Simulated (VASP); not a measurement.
Computed with PBE GGA, VASP's PBE PAW potentials (set 64) (plane waves; VASP).

VASP ran on this input.

### INCAR
```
PREC=Accurate
PSTRESS=50
ISMEAR=1   ! Methfessel-Paxton
EDIFF=1E-6   ! SCF stop (eV)
SYSTEM=Cs
IBRION=2
NELM=100
SIGMA=0.1   ! width (eV)
NSW=40
LASPH=.TRUE.   ! aspherical one-centre terms
LREAL=.FALSE.
EDIFFG=-0.02
ISIF=3   ! ions, shape and volume
GGA=PE   ! PBE
ENCUT=500   ! plane-wave cut-off (eV)
ALGO=Normal   ! blocked Davidson
LCHARG=.FALSE.
LMAXMIX=4
LWAVE=.FALSE.
```

**KPOINTS**
```
Automatic mesh
0
Gamma
11 11 11
0 0 0
```

**POSCAR**
```
Cs
1
   -2.3319759183     2.3319759183     2.3319759183
    2.3319759183    -2.3319759183     2.3319759183
    2.3319759183     2.3319759183    -2.3319759183
Cs
1
Direct
  0.0000000000   0.0000000000   0.0000000000
```

POTCAR, in this order: Cs_sv (PBE.64 set). Program: vasp_std.

### Question
What will the output report for the number of irreducible k-points (NKPTS), largest plane-wave count, number of space-group operations, FFT grid (NGX, NGY, NGZ)?

### Answer

```yaml
number of irreducible k-points (NKPTS): 56
largest_plane_wave_count: 1306
number_of_space_group_operations: 48
FFT grid (NGX, NGY, NGZ): 30 × 30 × 30
```

The compound is Cs in the bcc structure. This run relaxes it under an external pressure of 5 GPa. Symmetry was kept, so distortions that lower it aren't found.
